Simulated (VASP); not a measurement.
Calculation: PBE GGA, VASP's PBE PAW potentials (set 64) (plane waves; VASP).

VASP input:

File KPOINTS:
```
k-points along high-symmetry lines
15
Line-mode
Reciprocal
  0.000000   0.000000   0.000000 ! GAMMA
 -0.500000  -0.500000   0.000000 ! X

 -0.500000  -0.500000   0.000000 ! X
 -0.375000  -0.375000   0.250000 ! U

 -0.375000   0.000000   0.375000 ! K
  0.000000   0.000000   0.000000 ! GAMMA

  0.000000   0.000000   0.000000 ! GAMMA
  0.000000   0.000000   0.500000 ! L

  0.000000   0.000000   0.500000 ! L
 -0.500000  -0.250000   0.250000 ! W

 -0.500000  -0.250000   0.250000 ! W
 -0.500000  -0.500000   0.000000 ! X
```

### INCAR
```
SYSTEM  =  TaSi
PREC  =  Accurate; ENCUT  =  400; LREAL  =  .False.
LASPH  =  .True.; ICHARG  =  11
EDIFF  =  1E-7; NELM  =  100; ALGO  =  Normal
LMAXMIX  =  6
ISMEAR  =  0; SIGMA  =  0.05
GGA  =  PE
LWAVE  =  .False.; LCHARG  =  .False.; LORBIT  =  11
```

File POSCAR:
```
TaSi
1
    0.0000000000     2.8851900577     2.8851900577
    2.8851900577     0.0000000000     2.8851900577
    2.8851900577     2.8851900577     0.0000000000
Ta Si
1 1
Direct
  0.0000000000   0.0000000000   0.0000000000
  0.2500000000   0.2500000000   0.2500000000
```

POTCAR, in this order: Ta_pv Si (PBE.64 set). Program: vasp_std. Read from the step before: CHGCAR.

Task: What will the output report for the number of irreducible k-points (NKPTS), number of bands (NBANDS), largest plane-wave count, number of space-group operations, FFT grid (NGX, NGY, NGZ)?

Result: 
* **number of irreducible k-points (NKPTS)**: 90
* **number of bands (NBANDS)**: 11
* **largest plane-wave count**: 895
* **number of space-group operations**: 24
* **FFT grid (NGX, NGY, NGZ)**: 28 × 28 × 28

The structure was generated: TaSi was put into the zinc blende type (F-43m), which need not be its known phase. It was relaxed first, which changed the volume by -30 %. The electron count is odd and the run is not spin-polarised, which forces a metal.
